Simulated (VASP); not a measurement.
Here is the system:

```xyz
2
Lattice="3.3166 0.0000 0.0000 -1.6583 2.8722 0.0000 0.0000 0.0000 3.2368" Properties=species:S:1:pos:R:3 pbc="T T T"
Ru     0.0000     0.0000     0.0000
Si     1.6583     0.9574     1.6184
```

All values below come from r2SCAN meta-GGA, VASP's PBE PAW potentials (set 64) (plane waves; VASP). Numerical set-up: 400 eV cut-off, 11×11×10 Γ-centred mesh, first-order Methfessel-Paxton smearing of 0.10 eV, potentials Ru_pv Si.

Energy and stress use the plane-wave basis of the starting cell.

Task: The ions, cell shape and volume are relaxed. Predict the relaxed structure.

Result: 
```xyz
2
Lattice="3.3534 0.0000 0.0000 -1.6767 2.9041 0.0000 0.0000 0.0000 2.8977" Properties=species:S:1:pos:R:3 pbc="T T T"
Ru     1.6767     2.9041     0.0000
Si     1.6767     0.9680     1.4489
```
Space group P-6m2 (187), at a tolerance of 0.03 Å.

Task: How do energy and volume change from the first to the last step?

Result: The energy (σ→0) changes by -183.4 meV/atom and the volume by -8.5 %, in 10 ionic steps.

The structure was generated: SiRu was put into the WC type (P-6m2), which need not be its known phase. This run relaxes it. Symmetry was kept, so distortions that lower it aren't found.
